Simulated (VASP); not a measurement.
Wanted: the native input for a VASP 6.6.1 run.

```yaml
Task: single point
Functional: PBEsol
Potentials_or_basis: VASP PAW PBE potentials, release 64 (Cu, Ge_d)
Cutoff: 350 eV
k_mesh: 2 × 2 × 2
Occupations: gaussian, width 0.03 eV
Spin: collinear spin, ferromagnetic start
Starting_moments: "[1.0, 0.0, 0.0, 0.0, 0.0, 0.0, 0.0, 0.0, 0.0, 0.0, 0.0, 0.0, 0.0, 0.0, 0.0, 0.0, 0.0, 0.0, 0.0, 0.0, 0.0, 0.0, 0.0, 0.0] μB"
Hubbard_terms: Cu d U = 5 eV
Dq: 0
Further_INCAR_settings: LREAL = Auto; ALGO = Normal; EDIFF = 1e-05; NBANDS = 188
```

The structure of CuGe23 (a cell with a defect) lies in POSCAR:

```
CuGe23
1.0
    0.0000000000      8.4863100000      8.4863100000
    5.6575400000      0.0000000000      5.6575400000
    5.6575400000      5.6575400000      0.0000000000
Cu Ge
1 23
Direct
    0.0000000000      0.0000000000      0.0000000000
    0.0000000000      0.0000000000      0.5000000000
    0.0000000000      0.5000000000      0.0000000000
    0.0000000000      0.5000000000      0.5000000000
    0.3333330000      0.0000000000      0.0000000000
    0.3333330000      0.0000000000      0.5000000000
    0.3333330000      0.5000000000      0.0000000000
    0.3333330000      0.5000000000      0.5000000000
    0.6666670000      0.0000000000      0.0000000000
    0.6666670000      0.0000000000      0.5000000000
    0.6666670000      0.5000000000      0.0000000000
    0.6666670000      0.5000000000      0.5000000000
    0.0833333333      0.1250000000      0.1250000000
    0.0833333333      0.1250000000      0.6250000000
    0.0833333333      0.6250000000      0.1250000000
    0.0833333333      0.6250000000      0.6250000000
    0.4166663333      0.1250000000      0.1250000000
    0.4166663333      0.1250000000      0.6250000000
    0.4166663333      0.6250000000      0.1250000000
    0.4166663333      0.6250000000      0.6250000000
    0.7500003333      0.1250000000      0.1250000000
    0.7500003333      0.1250000000      0.6250000000
    0.7500003333      0.6250000000      0.1250000000
    0.7500003333      0.6250000000      0.6250000000
```

These files were run (other wordings do the same):

INCAR

```
  ALGO = Normal
  EDIFF = 1E-5
  ENCUT = 350
  GGA = PS
  ISIF = 2
  ISMEAR = 0
  ISPIN = 2
  KPAR = 2
  LASPH = T
  LCHARG = F
  LDAU = T
  LDAUJ = 0 0
  LDAUL = 2 -1
  LDAUPRINT = 1
  LDAUTYPE = 2
  LDAUU = 5 0
  LMAXMIX = 4
  LORBIT = 11
  LREAL = Auto
  LWAVE = F
  MAGMOM = 1 0 0 0 0 0 0 0 0 0 0 0 0 0 0 0 0 0 0 0 0 0 0 0
  NBANDS = 188
  NELM = 120
  PREC = Accurate
  SIGMA = 0.03
```

KPOINTS

```
k-points
0
Gamma
  2 2 2
```

Potentials or basis: VASP PAW PBE potentials, release 64 (Cu, Ge_d).

Launch:

```console
$ cat potpaw_PBE.64/Cu/POTCAR potpaw_PBE.64/Ge_d/POTCAR > POTCAR
$ mpirun -np 4 vasp_std > vasp.out
```

It gave:

The largest force is 0.729 eV/Å and the band gap on the k mesh is none (metal or under the smearing width). The net moment is 0.09 μB per cell. The valence electrons inside the program's atomic spheres are Cu 10.07; Ge 12.40, 12.41, 12.35, 12.38.

Caveat: the k mesh is coarse (spacing up to 0.48 Å⁻¹), so the values aren't converged; the PAW data sets were made with another functional, which shifts forces and pressure a little; the U is typed as a test and isn't derived for this compound.

It took 9.5 min on 4 MPI ranks on Intel(R) Xeon(R) Platinum 8259CL CPU @ 2.50GHz (Skylake/Cascade Lake) (shared host), peak memory 0.54 GiB a rank.
